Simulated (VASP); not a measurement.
Write the native input for VASP 6.6.1 that does the following.

```yaml
Task: relaxation of cell and atoms
Functional: PBE
Potentials_or_basis: VASP PAW PBE potentials, release 64 (Sn_d)
Cutoff: 600 eV
k_mesh: 12 × 12 × 12
Occupations: gaussian, width 0.03 eV
Spin: no spin polarisation
Further_INCAR_settings: ALGO = Normal; EDIFF = 1e-06; IBRION = 2; EDIFFG = -0.01; NSW = 90; ISIF = 3
```

The structure of Sn lies in POSCAR:

```
Sn
1.0
   -2.9196440750      2.9196440750      1.5938000000
    2.9196440750     -2.9196440750      1.5938000000
    2.9196440750      2.9196440750     -1.5938000000
Sn
2
Direct
    0.0000000000      0.0000000000      0.0000000000
    0.7500000000      0.2500000000      0.5000000000
```

The input as run:

INCAR

```
SYSTEM = Sn
ALGO = Normal ; EDIFF = 1E-6
EDIFFG = -0.01 ; ENCUT = 600
GGA = PE ; IBRION = 2
ISIF = 3 ; ISMEAR = 0
LASPH = .True. ; LCHARG = .False.
LREAL = .False. ; LWAVE = .False.
NELM = 80 ; NSW = 90
PREC = Accurate ; SIGMA = 0.03
```

KPOINTS

```
k-points
0
Gamma
  12 12 12
  0 0 0
```

Potentials or basis: VASP PAW PBE potentials, release 64 (Sn_d).

The run is started by

```console
$ cat potpaw_PBE.64/Sn_d/POTCAR > POTCAR
$ mpirun -np 1 vasp_std > vasp.out
```

Results of the run:

```yaml
Relaxed_volume: 28.38 Å³/atom
Relaxed_cell: a = 4.493 Å, b = 4.493 Å, c = 4.493 Å, α = 97.42°, β = 97.42°, γ = 137.88°
Space_group_after_relaxing_to_0.05_Å: I4_1/amd (No. 141)
Energy_gained_by_relaxing: 8.4 meV/atom
Ionic_steps: 6
Pressure_after_relaxing: 0.0 GPa
Band_gap_on_the_k_mesh: none (metal or under the smearing width)
```

Wall time 4.9 min on 1 thread of Intel(R) Xeon(R) Platinum 8488C (Sapphire Rapids), with other jobs on the host, peak memory 0.32 GiB.
